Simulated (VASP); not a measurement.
```
CELL_PARAMETERS angstrom
      0.00000     2.89170     2.89170
      2.89170     0.00000     2.89170
      2.89170     2.89170     0.00000
ATOMIC_POSITIONS crystal
  Zn 0.00000 0.00000 0.00000
  Se 0.25000 0.25000 0.25000
```

Method: PBE GGA + U (Dudarev), VASP's PBE PAW potentials (set 64) (plane waves; VASP). Settings: 400 eV cut-off, 7×7×7 Γ-centred mesh, Gaussian smearing of 0.050 eV, potentials Zn Se, U − J: Zn 4.00 eV.

Question: Give the stress tensor in GPa (positive for a compressed cell).

Answer: 
```
-2.20   0.00   0.00
 0.00  -2.20   0.00
 0.00   0.00  -2.20
```
The pressure is its mean diagonal, -2.20 GPa.

The compound is ZnSe in the zinc blende structure. The cell was not relaxed at this level. The run is one of a series of settings (LDAU = .TRUE., LDAUJ = 0 0, LDAUL = 2 -1, LDAUTYPE = 2, LDAUU = 4.0 0 against the base run), some of them coarse on purpose.
